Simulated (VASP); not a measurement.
Consider the following.

```xyz
3
Lattice="4.4400 0.0000 0.0000 -2.2200 3.8451 0.0000 0.0000 0.0000 4.8074" Properties=species:S:1:pos:R:3 pbc="T T T"
Er     0.0000     0.0000     0.0000
Ge     0.0000     2.5634     2.4037
Ge     2.2200     1.2817     2.4037
```

Computed with PBE GGA, VASP's PBE PAW potentials (set 64) (plane waves; VASP 6.6.1). Numerical set-up: 400 eV cut-off, 6×6×5 Γ-centred mesh, first-order Methfessel-Paxton smearing of 0.10 eV, potentials Er_3 Ge_d.

The 4f electrons are frozen in the core of the lanthanide potential, so 4f levels, which can set the real gap, and their magnetism are missing.

**Question.** What does the run give for the energy per atom (σ→0), pressure, band gap (on the k-mesh) with the smallest direct gap where there is one?

**Answer.** 
```json
{
 "band gap (on the k-mesh)": "none (metal, semimetal or under 0.01 eV)",
 "energy per atom (σ→0)": "-4.597 eV/atom",
 "pressure": "-8.16 GPa"
}
```

The absolute energy has meaning only against runs of the same code, potentials and settings.

The structure was generated: ErGe2 was put into the AlB2 type (P6/mmm), which need not be its known phase. The cell was not relaxed at this level. The electron count is odd and the run is not spin-polarised, which forces a metal.
